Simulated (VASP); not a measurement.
OSZICAR of a VASP run on MgH$_{2}$ (rutile):

### OSZICAR
```
       N       E                     dE             d eps       ncg     rms          rms(c)
DAV:   1    -0.339439208694E+01   -0.33944E+01   -0.28870E+03   384   0.620E+02
DAV:   2    -0.197633603322E+02   -0.16369E+02   -0.15940E+02   488   0.772E+01
DAV:   3    -0.202390154516E+02   -0.47566E+00   -0.47566E+00   496   0.181E+01
DAV:   4    -0.202396919256E+02   -0.67647E-03   -0.67647E-03   536   0.715E-01
DAV:   5    -0.202396940514E+02   -0.21257E-05   -0.21257E-05   536   0.297E-02    0.654E+00
DAV:   6    -0.192449488594E+02    0.99475E+00   -0.80105E-01   384   0.510E+00    0.334E+00
DAV:   7    -0.188785287733E+02    0.36642E+00   -0.10424E+00   400   0.609E+00    0.460E-01
DAV:   8    -0.188803814179E+02   -0.18526E-02   -0.11552E-02   472   0.819E-01    0.112E-01
DAV:   9    -0.188799578050E+02    0.42361E-03   -0.10360E-03   480   0.186E-01    0.129E-02
DAV:  10    -0.188799587513E+02   -0.94633E-06   -0.19398E-05   512   0.355E-02    0.740E-03
DAV:  11    -0.188799584520E+02    0.29933E-06   -0.16099E-06   480   0.674E-03    0.715E-04
DAV:  12    -0.188799584391E+02    0.12910E-07   -0.41539E-08   560   0.158E-03    0.174E-04
DAV:  13    -0.188799584388E+02    0.26488E-09   -0.22010E-09   296   0.349E-04
   1 F= -.18879958E+02 E0= -.18879958E+02  d E =-.188800E+02
       N       E                     dE             d eps       ncg     rms          rms(c)
DAV:   1    -0.188800020907E+02   -0.43652E-04   -0.91110E-04   384   0.276E-01    0.897E-03
DAV:   2    -0.188800008597E+02    0.12309E-05   -0.60992E-06   448   0.215E-02    0.511E-03
DAV:   3    -0.188800000999E+02    0.75984E-06   -0.17036E-06   432   0.686E-03    0.170E-04
DAV:   4    -0.188800001024E+02   -0.25122E-08   -0.26041E-08   416   0.137E-03
   2 F= -.18880000E+02 E0= -.18880000E+02  d E =-.416636E-04
       N       E                     dE             d eps       ncg     rms          rms(c)
DAV:   1    -0.188800389898E+02   -0.38890E-04   -0.33283E-03   384   0.528E-01    0.172E-02
DAV:   2    -0.188800344883E+02    0.45015E-05   -0.22308E-05   448   0.411E-02    0.977E-03
DAV:   3    -0.188800317114E+02    0.27769E-05   -0.62309E-06   432   0.131E-02    0.328E-04
DAV:   4    -0.188800317205E+02   -0.91729E-08   -0.95413E-08   416   0.263E-03
   3 F= -.18880032E+02 E0= -.18880032E+02  d E =-.316181E-04
```

Question: Which electronic solver shows in the log?

Answer: It is blocked Davidson (ALGO = Normal, or the opening steps of other solvers). The INCAR had ALGO = Normal.

Question: Can the final energy be trusted as converged?

Answer: The run converged. It stopped with EDIFF = 1E-8, NELM = 100, NSW = 30 and EDIFFG = -0.001 after 3 ionic steps (LDA (Ceperley-Alder, Perdew-Zunger), plane waves, VASP's LDA PAW potentials (set 64)).

The compound is MgH2 in the rutile structure. This run relaxes the ions in a fixed cell. Symmetry was kept, so distortions that lower it aren't found. The start is the result of an earlier pass.
